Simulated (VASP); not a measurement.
# How a change of volume changes W

Wanted: the elastic response of W to a change of volume, with a fit that predicts a row left out.

Program: VASP 6.6.1. Level of theory: r2SCAN; plane waves and PAW (W_sv), in the first sound run; inputs show where later runs differ. Results are calculated unless marked as measured.

### 1. Set-up

The structure is cubic, space group Im-3m (No. 229). Conventional cell: a = 3.160 Å, b = 3.160 Å, c = 3.160 Å, α = 90.00°, β = 90.00°, γ = 90.00°. Nearest to W lie 8 W at 2.74 Å.

Structure file:

```cif
data_structure
_symmetry_space_group_name_H-M 'P 1'
_symmetry_Int_Tables_number 1
_cell_length_a 2.7366
_cell_length_b 2.7366
_cell_length_c 2.7366
_cell_angle_alpha 109.471
_cell_angle_beta 109.471
_cell_angle_gamma 109.471
_cell_volume 15.78
loop_
_atom_site_label
_atom_site_type_symbol
_atom_site_fract_x
_atom_site_fract_y
_atom_site_fract_z
_atom_site_occupancy
W1 W 0.00000 0.00000 0.00000 1
```

### 2. Relax the crystal, r2SCAN

The series starts from the cell that this level prefers, so that zero strain is near zero stress.

This step took 2 runs in a row; the last is shown.

Level: r2SCAN; plane waves and PAW (W_sv).

Contents of INCAR:

```
SYSTEM = W
PREC = Accurate
ENCUT = 450
EDIFF = 1E-07
NELM = 120
ISMEAR = 1
SIGMA = 0.15
LREAL = .FALSE.
ALGO = Normal
METAGGA = R2SCAN
LASPH = .TRUE.
NBANDS = 13
LORBIT = 11
LWAVE = .FALSE.
LCHARG = .FALSE.
KPAR = 8
IBRION = 2
NSW = 40
ISIF = 3
EDIFFG = -0.005
POTIM = 0.4
```

Contents of POSCAR:

```
W
1.0
   -1.5865659841      1.5865659841      1.5865659841
    1.5865659841     -1.5865659841      1.5865659841
    1.5865659841      1.5865659841     -1.5865659841
W
1
Direct
    0.0000000000      0.0000000000      0.0000000000
```

Contents of KPOINTS:

```
Automatic mesh
0
Gamma
26 26 26
0 0 0
```

The projector-augmented-wave data sets are W_sv (PBE family, release 64).

Run with:

```bash
$ mpirun -np 8 vasp_std
```

What it wrote:

```text
[banner, memory and clock lines left out]
running    8 mpi-ranks, on    1 nodes
[...]
|                                                                             |
|           W    W    AA    RRRRR   N    N  II  N    N   GGGG   !!!           |
|           W    W   A  A   R    R  NN   N  II  NN   N  G    G  !!!           |
|           W    W  A    A  R    R  N N  N  II  N N  N  G       !!!           |
|           W WW W  AAAAAA  RRRRR   N  N N  II  N  N N  G  GGG   !            |
|           WW  WW  A    A  R   R   N   NN  II  N   NN  G    G                |
|           W    W  A    A  R    R  N    N  II  N    N   GGGG   !!!           |
|                                                                             |
|     For optimal performance we recommend to set                             |
|       NCORE = 2 up to number-of-cores-per-socket                            |
|     NCORE specifies how many cores store one orbital (NPAR=cpu/NCORE).      |
|     This setting can greatly improve the performance of VASP for DFT.       |
[...]
|     You enforced a specific xc type in the INCAR file but a different       |
|     [... a line on the potential file left out ...]
|     I HOPE YOU KNOW WHAT YOU ARE DOING!                                     |
|                                                                             |

 LDA part: xc-table for (None), standard interpolation
 POSCAR, INCAR and KPOINTS ok, starting setup
[...]
entering main loop
       N       E                     dE             d eps       ncg     rms          rms(c)
DAV:   1     0.390853241700E+02    0.39085E+02   -0.70388E+03 13393   0.114E+03
DAV:   2    -0.540803937641E+02   -0.93166E+02   -0.89499E+02 14831   0.305E+02
DAV:   3    -0.556284528475E+02   -0.15481E+01   -0.15442E+01 14641   0.392E+01
DAV:   4    -0.556345033561E+02   -0.60505E-02   -0.60504E-02 14676   0.269E+00
[...]
DAV:  11    -0.513528524234E+02    0.14729E-04   -0.25160E-05 13706   0.647E-02    0.102E-02
DAV:  12    -0.513528527097E+02   -0.28628E-06   -0.25814E-07 13750   0.590E-03    0.574E-03
DAV:  13    -0.513528527263E+02   -0.16537E-07   -0.21262E-08  7248   0.214E-03
   1 F= -.51352853E+02 E0= -.51352885E+02  d E =-.513529E+02
[...]
reached required accuracy - stopping structural energy minimisation
```

Wall time 50 s (8 MPI ranks of Intel Xeon Platinum 8259CL at 2.50GHz (Skylake/Cascade Lake), shared host); peak memory 1.5 GiB; 5.2 min of CPU time.

Lines that name or quote the potential files are left out of all logs, and their timing lines are given in words.

Parts of OUTCAR (step 2):

```text
  Total       -0.0036737     -0.0036737     -0.0036737      0.0000000     -0.0000000      0.0000000
  in kB       -0.3684476     -0.3684476     -0.3684476      0.0000000     -0.0000000      0.0000000
  external PRESSURE =      -0.3684476 kB  Pullay stress =       0.0000000 kB

 POSITION                                       TOTAL-FORCE (eV/Angst)
 -----------------------------------------------------------------------------------
      0.00000      0.00000      0.00000         0.000000     -0.000000     -0.000000
 -----------------------------------------------------------------------------------
    total drift:                                0.000000     -0.000000      0.000000

  FREE ENERGIE OF THE ION-ELECTRON SYSTEM (eV)
  ---------------------------------------------------
  free  energy   TOTEN  =       -51.3528527263 eV

  energy  without entropy=      -51.3529492222  energy(sigma->0) =      -51.35288489

 reached required accuracy - stopping structural energy minimisation

[... 3 further parts left out ...]
[key lines of the parts left out:]
E-fermi :  11.1700
```

Read from the output:

| Quantity | Value |
| --- | --- |
| energy(sigma→0) of the program | -51.3529 eV |
| stress, compression positive | xx, yy, zz -0.04, -0.04, -0.04 GPa |
| volume | 15.975 Å³ |
| ionic steps | 1 |

### 3. Relax at fixed volume, r2SCAN

One member in full: the volume is scaled by 1.02, and the cell is held.

Level: r2SCAN; plane waves and PAW (W_sv).

INCAR: that of step 2 with these lines changed.

```diff
@@ -15,7 +15,8 @@
 LCHARG = .FALSE.
-KPAR = 8
+KPAR = 2
 IBRION = 2
 NSW = 40
-ISIF = 3
-EDIFFG = -0.005
+ISIF = 2
+EDIFFG = -0.004
 POTIM = 0.4
+MAXMIX = 40
```

Contents of POSCAR:

```
W
1.0
   -1.5970733498      1.5970733498      1.5970733498
    1.5970733498     -1.5970733498      1.5970733498
    1.5970733498      1.5970733498     -1.5970733498
W
1
Direct
    0.0000000000      0.0000000000      0.0000000000
```

KPOINTS is that of step 2.

Run with:

```bash
$ mpirun -np 2 vasp_std
```

What it wrote:

```text
[banner, memory and clock lines left out]
running    2 mpi-ranks, on    1 nodes
[...]
[... a notice as in an earlier step ...]

 LDA part: xc-table for (None), standard interpolation
 POSCAR, INCAR and KPOINTS ok, starting setup
[...]
entering main loop
       N       E                     dE             d eps       ncg     rms          rms(c)
DAV:   1     0.391942318292E+02    0.39194E+02   -0.70610E+03 13360   0.114E+03
DAV:   2    -0.540295814765E+02   -0.93224E+02   -0.89677E+02 14911   0.305E+02
DAV:   3    -0.556385276299E+02   -0.16089E+01   -0.16034E+01 14496   0.396E+01
DAV:   4    -0.556452312057E+02   -0.67036E-02   -0.67034E-02 14781   0.279E+00
[...]
DAV:  11    -0.513467660655E+02    0.15195E-04   -0.26861E-05 13686   0.667E-02    0.108E-02
DAV:  12    -0.513467663917E+02   -0.32616E-06   -0.27463E-07 13823   0.607E-03    0.587E-03
DAV:  13    -0.513467664374E+02   -0.45777E-07   -0.24664E-08  7248   0.229E-03
   1 F= -.51346766E+02 E0= -.51346831E+02  d E =-.513468E+02
[...]
reached required accuracy - stopping structural energy minimisation
```

Elapsed: 2.7 min, on 2 MPI ranks; peak memory 0.37 GiB; 4.3 min of CPU time.

From OUTCAR (step 3):

```text
  Total       -0.6203913     -0.6203913     -0.6203913      0.0000000      0.0000000      0.0000000
  in kB      -61.0016669    -61.0016669    -61.0016669      0.0000000      0.0000000      0.0000000
  external PRESSURE =     -61.0016669 kB  Pullay stress =       0.0000000 kB

 POSITION                                       TOTAL-FORCE (eV/Angst)
 -----------------------------------------------------------------------------------
      0.00000      0.00000      0.00000         0.000000      0.000000      0.000000
 -----------------------------------------------------------------------------------
    total drift:                                0.000000     -0.000000      0.000000

  FREE ENERGIE OF THE ION-ELECTRON SYSTEM (eV)
  ---------------------------------------------------
  free  energy   TOTEN  =       -51.3467664374 eV

  energy  without entropy=      -51.3469606659  energy(sigma->0) =      -51.34683118

[... 2 parts as in an earlier step ...]

[... 2 further parts left out ...]
[key lines of the parts left out:]
E-fermi :  10.8839
```

Numbers from this step:

- energy(sigma→0) of the program: -51.3468 eV
- stress, compression positive: xx, yy, zz -6.10, -6.10, -6.10 GPa
- ionic steps: 1

### 4. The whole series

The other members went through these steps as far as the tables show, with the same cutoff and, step by step, the same mesh; 9 runs are not shown. The session took 1.2 core hours (wall time by ranks) on a shared machine.

```tsv
volume over the relaxed volume	volume (Å³/atom)	pressure (GPa)	energy above the unstrained row, extrapolated to no smearing (meV/atom)
0.940	15.016	22.268	63.620
0.960	15.336	14.063	27.375
0.980	15.655	6.660	6.663
0.990	15.815	3.228	1.663
1	15.975	-0.037	0.000
1.010	16.134	-3.144	1.515
1.020	16.294	-6.100	6.054
1.040	16.614	?	?
1.060	16.933	-16.554	51.660
```

### 5. Stress from the known rows

A least-squares cubic through the 8 rows shown, with u the logarithm of the volume ratio: pressure = − 690.0 u³ + 638.8 u² − 318.3 u − 0.03879 (GPa), r.m.s. residual 0.0021 GPa.

At u = 0.03922 this predicts -11.582 GPa.

### 6. Checking the prediction

The calculation gives -11.591 GPa, so the prediction is 0.009 GPa too high, more than twice the residual of the fit.

A cubic of the pressure in ln(V/V₀) through all rows has the slope −B at V₀: B = 318 GPa, and its curvature gives B′ = 4.0.

### 7. Results

| Item | Value |
| --- | --- |
| error of the predicted pressure | 0.009 GPa |
| bulk modulus | 318 GPa |

In words: These are static values: temperature and zero-point motion are left out. In a metal the slopes also depend on mesh and smearing, which were held through the series.

[Lines on the potential files, build, host, timing and source positions are cut from VASP's logs without a mark.]

[Logs are printed without paths, hosts, clocks, repeated set-up lines and the standing remarks that a program may print on its own settings, such as how far it seeks lower states.]

[Hosts, paths, dates, database ids (printed as entryN), source tags and the programs' standing remarks are cut or masked in the printed files.]

[In band tables of VASP the shares of atoms and orbitals are scaled to a sum of 1 inside the atoms' spheres.]
